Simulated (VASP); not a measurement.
Input for VASP

POSCAR:
```
MnB
10.0975680
  0.5000000000   0.0000000000   0.0000000000
 -0.2499999010   0.4330126819   0.0000000000
  0.0000000000   0.0000000000   0.4034570503
Mn B
3 3
Cartesian
  0.2500000000   0.0000000000   0.0000000000
  0.1250000495   0.2165063409   0.0000000000
 -0.1249999505   0.2165063409   0.0000000000
  0.0000000000   0.0000000000   0.0000000000
 -0.0000001840   0.2886752656   0.2017285251
  0.2500002830   0.1443374163   0.2017285251
```

### KPOINTS
```
Automatic
0
Gamma
  1 1 1
```

### INCAR
```
SYSTEM = MnB
MAGMOM = 4.0 4.0 4.0 0.0 0.0 0.0
LWAVE = .False.
NELM = 100
EDIFF = 1E-6   # SCF stop (eV)
ISIF = 2   # forces and stress, cell fixed
ENCUT = 400   # plane-wave cut-off (eV)
GGA = PE
PREC = Accurate
LMAXMIX = 4   # l cut-off of mixed one-centre charges
ISPIN = 2   # spin-polarised
LASPH = .True.   # aspherical one-centre terms
LREAL = .False.   # projection in real space or not
ISMEAR = -1   # Fermi-Dirac
ALGO = Normal
LCHARG = .False.
LORBIT = 11
SIGMA = 0.1
```

POTCAR, in this order: Mn_pv B (PBE.64 set). Program: vasp_std.

### Question
Write an equivalent input for Quantum ESPRESSO's pw.x.

### Answer
One equivalent input (not run):
```
&CONTROL
  calculation = 'scf'
  pseudo_dir = './pseudo'
  outdir = './out'
  tprnfor = .true.
  tstress = .true.
/
&SYSTEM
  ibrav = 0
  nat = 6
  ntyp = 2
  ecutwfc = 96
  occupations = 'smearing'
  smearing = 'fermi-dirac'
  degauss = 0.00735
  input_dft = 'pbe'
  nspin = 2
  starting_magnetization(1) = 0.4
/
&ELECTRONS
  conv_thr = 7.3e-08
  electron_maxstep = 100
/
ATOMIC_SPECIES
  Mn 54.938 Mn.upf
  B 10.810 B.upf
CELL_PARAMETERS angstrom
     5.0487840    0.0000000    0.0000000
    -2.5243910    4.3723750    0.0000000
     0.0000000    0.0000000    4.0739350
ATOMIC_POSITIONS crystal
  Mn   0.5000000  0.0000000  0.0000000
  Mn   0.5000000  0.5000000  0.0000000
  Mn   0.0000000  0.5000000  0.0000000
  B    0.0000000  0.0000000  0.0000000
  B    0.3333330  0.6666670  0.5000000
  B    0.6666670  0.3333330  0.5000000
K_POINTS automatic
  1 1 1 0 0 0
```
The two are equivalent in intent, not identical: the potentials are each code's own (VASP's PAW set, PseudoDojo norm-conserving files in pw.x), so ENCUT and ecutwfc are chosen apart and not converted; conv_thr bounds pw.x's estimated SCF error, while EDIFF bounds the energy change between steps; starting_magnetization is a fraction of the valence charge and MAGMOM a moment in μB, so they match only roughly.

The structure was generated: MnB was put into an ordered model structure, which need not be its known phase. The cell was not relaxed at this level. The k-mesh is coarse (spacing up to 1.54 per Å, 2π included), so the numbers may not be converged in it. The run is one of a series of settings (KPOINTS 1×1×1 Γ-centred mesh against the base run), some of them coarse on purpose.
